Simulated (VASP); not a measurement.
Computed with PBE GGA, VASP's PBE PAW potentials (set 64) (plane waves; VASP).

VASP ran on this input.

### INCAR
```
# general
SYSTEM   =  MoS2
PREC     =  Accurate
ENCUT    =  300
LREAL    =  .False.
LASPH    =  .True.

# electronic loop
EDIFF    =  1E-6
NELM     =  100
ALGO     =  Normal
LMAXMIX  =  4

# smearing
ISMEAR   =  0
SIGMA    =  0.01

# functional
GGA      =  PE

# ions
ISIF     =  2

# output
LWAVE    =  .False.
LCHARG   =  .False.
```

KPOINTS:
```
Automatic mesh
0
Gamma
2 2 1
0 0 0
```

POSCAR:
```
MoS2
1
    3.1503900000     0.0000000000     0.0000000000
   -1.5751950000     2.7283180000     0.0000000000
    0.0000000000     0.0000000000    13.0334280000
Mo S
2 4
Direct
  0.0000000000   0.0000000000   0.2500000000
  0.0000000000   0.0000000000   0.7500000000
  0.3333330000   0.6666670000   0.3677400000
  0.6666670000   0.3333330000   0.6322600000
  0.6666670000   0.3333330000   0.8677400000
  0.3333330000   0.6666670000   0.1322600000
```

POTCAR, in this order: Mo_sv S (PBE.64 set). Program: vasp_std.

Task: What will the output report for the number of irreducible k-points (NKPTS), largest plane-wave count, number of space-group operations, FFT grid (NGX, NGY, NGZ)?

Result: 
- number of irreducible k-points (NKPTS): 2
- largest plane-wave count: 1351
- number of space-group operations: 24
- FFT grid (NGX, NGY, NGZ): 18 × 18 × 80

The structure comes from a computed database's MoS2 entry; how it stands against other phases isn't given here. The cell was not relaxed at this level. The k-mesh is coarse (spacing up to 1.15 per Å, 2π included), so the numbers may not be converged in it. The run is one of a series of settings (KPOINTS 2×2×1 Γ-centred mesh against the base run), some of them coarse on purpose.
